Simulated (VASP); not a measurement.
Consider the following.

Al has the cubic space group Fm-3m (No. 225), the fcc (Cu type) structure, Pearson symbol cF4. Cell: a = 3.982 Å, b = 3.982 Å, c = 3.982 Å, α = 90.00°, β = 90.00°, γ = 90.00°. Al on 4a is coordinated by 12 Al at 2.816 Å (cuboctahedral). (Neighbours: up to the widest gap in distance over summed covalent radii, below 1.35, at either atom.)
(The calculation used a cell of 1 atom; values per cell refer to that cell.)

Computed with r2SCAN meta-GGA, VASP's PBE PAW potentials (set 64) (plane waves; VASP 6.6.1). Numerical set-up: 480 eV cut-off, 14×14×14 Γ-centred mesh, first-order Methfessel-Paxton smearing of 0.10 eV, potentials Al.

Each relaxation starts from this cell; other phases were not tried.

**Question.** The cell is relaxed at 5 GPa. What happens?

**Answer.** The volume per atom goes from 15.79 to 15.05 Å³ (-4.6 %), and the cell becomes a = b = c = 3.9196 Å, α = β = γ = 90.00°, space group Fm-3m.

**Question.** The cell is relaxed at 10 GPa. What happens?

**Answer.** The volume per atom goes from 15.79 to 14.48 Å³ (-8.2 %), and the cell becomes a = 3.8695 Å, b = 3.8695 Å, c = 3.8695 Å, α = 90.00°, β = 90.00°, γ = 90.00°, space group Fm-3m.

Failed runs are left out, and for metals the shear rows, which the mesh's noise covers.

The compound is Al in the fcc structure.
